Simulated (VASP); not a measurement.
Here is the system:

```xyz
8
Lattice="-2.9473 2.9473 5.6083 2.9473 -2.9473 5.6083 2.9473 2.9473 -5.6083" Properties=species:S:1:pos:R:3 pbc="T T T"
Cd     0.0000     0.0000     0.0000
Cd     0.0000     2.9473     2.8041
Ge     0.0000     0.0000     5.6083
Ge     2.9473     0.0000     2.8041
As     1.3296     1.4736     7.0104
As     1.4736    -1.3296     4.2062
As     1.6177     1.4736     1.4021
As     1.4736     4.2768    -1.4021
```

All values below come from LDA (Ceperley-Alder, Perdew-Zunger), VASP's LDA PAW potentials (set 64) (plane waves; VASP). Run with 500 eV cut-off, 5×5×5 Γ-centred mesh, Gaussian smearing of 0.050 eV, potentials Cd Ge_d As.

### Question
What does the run give for the energy per atom (σ→0), band gap (on the k-mesh) with the smallest direct gap where there is one?

### Answer

| Property | Result |
|---|---|
| band gap (on the k-mesh) | 0.22 eV |
| smallest direct gap (on the k-mesh) | 0.22 eV |
| energy per atom (σ→0) | -4.424 eV/atom |

The compound is CdGeAs2 in the chalcopyrite structure. It was relaxed first.
